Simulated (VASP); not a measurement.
Consider the following.

```
KZnF3
1.0
    4.05000     0.00000     0.00000
    0.00000     4.05000     0.00000
    0.00000     0.00000     4.05000
K Zn F
1 1 3
Direct
  0.00000   0.00000   0.00000
  0.50000   0.50000   0.50000
  0.50000   0.00000   0.50000
  0.00000   0.50000   0.50000
  0.50000   0.50000   0.00000
```

Computed with r2SCAN meta-GGA, VASP's PBE PAW potentials (set 64) (plane waves; VASP). Settings: 520 eV cut-off, 6×6×6 Γ-centred mesh, tetrahedra with Blöchl corrections, potentials K_sv Zn F.

The cores are frozen, which limits the accuracy of field gradients.

**Question.** Give the principal components of the electric field gradient (V/Å²) and the asymmetry η at each nucleus.

**Answer.** 
```
atom    Vxx    Vyy   Vzz     η
----  -----  -----  ----  ----
K1      0.0    0.0   0.0     -
Zn2     0.0    0.0   0.0     -
F3    -46.7  -46.7  93.4  0.00
F4    -46.7  -46.7  93.4  0.00
F5    -46.7  -46.7  93.4  0.00
```

The compound is KZnF3 in the cubic perovskite structure. The cell was not relaxed at this level.
